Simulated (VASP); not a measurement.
OSZICAR of a VASP run on Bi (a7):

**OSZICAR**
```
       N       E                     dE             d eps       ncg     rms          rms(c)
DAV:   1     0.287560398830E+03    0.28756E+03   -0.16018E+04  4411   0.182E+03
DAV:   2     0.149028295992E+02   -0.27266E+03   -0.26829E+03  4414   0.447E+02
DAV:   3    -0.779290540302E+01   -0.22696E+02   -0.22348E+02  5130   0.153E+02
DAV:   4    -0.858441975138E+01   -0.79151E+00   -0.78947E+00  4942   0.311E+01
DAV:   5    -0.862433947128E+01   -0.39920E-01   -0.39918E-01  5826   0.628E+00    0.105E+00
DAV:   6    -0.861339528206E+01    0.10944E-01   -0.24232E-02  5318   0.182E+00    0.611E-01
DAV:   7    -0.860900462244E+01    0.43907E-02   -0.15438E-02  5367   0.161E+00    0.120E-01
DAV:   8    -0.860895547940E+01    0.49143E-04   -0.18863E-03  4901   0.601E-01    0.168E-02
DAV:   9    -0.860895294363E+01    0.25358E-05   -0.11773E-04  5693   0.135E-01    0.107E-02
DAV:  10    -0.860895249333E+01    0.45030E-06   -0.93495E-06  5611   0.327E-02    0.161E-03
DAV:  11    -0.860895273165E+01   -0.23832E-06   -0.66368E-07  4034   0.699E-03    0.905E-04
DAV:  12    -0.860895260098E+01    0.13067E-06   -0.15211E-07  2704   0.573E-03    0.257E-04
DAV:  13    -0.860895264478E+01   -0.43799E-07   -0.32341E-08  2333   0.249E-03
   1 F= -.86089526E+01 E0= -.86090303E+01  d E =0.232940E-03
```

Question: Which electronic solver shows in the log?

Answer: It is blocked Davidson (ALGO = Normal, or the opening steps of other solvers). The INCAR had ALGO = Normal.

Question: Can the final energy be trusted as converged?

Answer: Self-consistency was reached. It stopped with EDIFF = 1E-7, NELM = 100 (PBEsol GGA, plane waves, VASP's PBE PAW potentials (set 64)).

The compound is Bi in the a7 structure. It was relaxed first.
